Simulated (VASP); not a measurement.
An input for Quantum ESPRESSO's pw.x (written as the equivalent of a VASP run, and not itself run):

```
&CONTROL
  calculation = 'vc-relax'
  pseudo_dir = './pseudo'
  outdir = './out'
  tprnfor = .true.
  tstress = .true.
  nstep = 50
  forc_conv_thr = 0.00039
/
&SYSTEM
  ibrav = 0
  nat = 2
  ntyp = 1
  ecutwfc = 96
  occupations = 'smearing'
  smearing = 'fermi-dirac'
  degauss = 0.009996
  input_dft = 'pbe'
  nspin = 2
  starting_magnetization(1) = 0.2
/
&ELECTRONS
  conv_thr = 7.3e-08
  electron_maxstep = 100
/
&IONS
/
&CELL
/
ATOMIC_SPECIES
  Co 58.933 Co.upf
CELL_PARAMETERS angstrom
     1.2550000   -2.1737240    0.0000000
     1.2550000    2.1737240    0.0000000
     0.0000000    0.0000000    4.0700000
ATOMIC_POSITIONS crystal
  Co   0.3333330  0.6666670  0.2500000
  Co   0.6666670  0.3333330  0.7500000
K_POINTS automatic
  13 13 7 0 0 0
```

Problem. Translate this input to VASP (INCAR, KPOINTS, POSCAR, choice of POTCAR).

Solution. One answer among several that fit: 
### POSCAR
```
Co
1
    1.2550000000    -2.1737240000     0.0000000000
    1.2550000000     2.1737240000     0.0000000000
    0.0000000000     0.0000000000     4.0700000000
Co
2
Direct
  0.3333330000   0.6666670000   0.2500000000
  0.6666670000   0.3333330000   0.7500000000
```

KPOINTS:
```
Automatic mesh
0
Gamma
13 13 7
0 0 0
```

### INCAR
```
! general
SYSTEM  = Co
PREC    = Accurate
ENCUT   = 300   ! plane-wave cut-off (eV)
LREAL   = F
LASPH   = T

! electronic loop
EDIFF   = 1E-6   ! SCF stop (eV)
NELM    = 100   ! most electronic steps
ALGO    = Normal   ! blocked Davidson
LMAXMIX = 4

! smearing
ISMEAR  = -1   ! Fermi-Dirac
SIGMA   = 0.136

! functional
GGA     = PE

! spin
ISPIN   = 2
MAGMOM  = 2*2.0

! ions
IBRION  = 2   ! conjugate gradients
NSW     = 50   ! most ionic steps
ISIF    = 3
EDIFFG  = -0.01

! output
LWAVE   = F
LCHARG  = F
LORBIT  = 11
```

POTCAR, in this order: Co (PBE.64 set). Program: vasp_std.

Limits of the translation: the potentials are each code's own (VASP's PAW set, PseudoDojo norm-conserving files in pw.x), so ENCUT and ecutwfc are chosen apart and not converted; conv_thr bounds pw.x's estimated SCF error, while EDIFF bounds the energy change between steps; starting_magnetization is a fraction of the valence charge and MAGMOM a moment in μB, so they match only roughly; forc_conv_thr acts on force components and is met together with etot_conv_thr.

The structure is a typed Co crystal (P6_3/mmc). This run relaxes it. Symmetry was kept, so distortions that lower it aren't found. The run is one of a series of settings (EDIFFG = -0.01, IBRION = 2, ISIF = 3, NSW = 50 against the base run), some of them coarse on purpose.
